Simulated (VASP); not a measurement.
Crystal: Be2CdS3.

```
Be Cd S
1.0
     5.54317    0.00000    0.00000
     0.00000    5.54317    0.00000
     0.00000    0.00000    3.95315
Be Cd S
2 1 3
Direct
  0.50000 0.50000 0.00000
  0.00000 0.00000 0.50000
  0.50000 0.50000 0.50000
  0.00000 0.50000 0.00000
  0.50000 0.00000 0.00000
  0.00000 0.00000 0.00000
```

The cell was built by a generator and needn't be a form met in nature.

- Program: VASP 6.6.1
- Task: relaxation of cell and atoms
- Functional: PBE
- Potentials or basis: VASP PAW PBE potentials, release 64 (Be, Cd, S)
- Cutoff: 520 eV
- k mesh: 3 × 3 × 4
- Occupations: gaussian, width 0.15 eV
- Spin: no spin polarisation

At the start: pressure 2.2 GPa; volume 20.24 Å³/atom.

Q: How do energy, volume and symmetry change on relaxing?

A: Over 13 steps the energy falls by 312.3 meV/atom and the volume is 18.10 Å³/atom (-10.6 %); space group P4/mmm (No. 123, to 0.05 Å).

The path:
```csv
step,energy change (eV),largest force (eV/Å),pressure (GPa),volume (Å³)
1,0.0000,0.0000,2.22,121.47
2,-0.8064,0.0000,-3.37,125.64
3,-0.8728,0.0000,-4.03,126.36
4,-0.9145,0.0000,-5.32,127.58
5,-1.3494,0.0000,-2.74,114.82
6,0.0169,0.0000,29.04,80.37
7,-1.5305,0.0000,-0.38,108.18
8,-1.5693,0.0000,5.08,98.10
9,-1.6029,0.0000,2.46,102.28
10,-1.6919,0.0000,5.87,97.85
11,-1.7044,0.0000,4.69,99.07
12,-1.8691,0.0000,0.46,106.95
13,-1.8740,0.0000,-0.21,108.59
```

Final structure:
```
Be Cd S
1.0
     4.54177    0.00000    0.00000
     0.00000    4.54177    0.00000
     0.00000    0.00000    5.26416
Be Cd S
2 1 3
Cartesian
  2.2709 2.2709 0.0000
  0.0000 0.0000 2.6321
  2.2709 2.2709 2.6321
  0.0000 2.2709 0.0000
  2.2709 0.0000 0.0000
  0.0000 0.0000 0.0000
```

Caveat: the k mesh is coarse (spacing up to 0.40 Å⁻¹), so the values aren't converged.
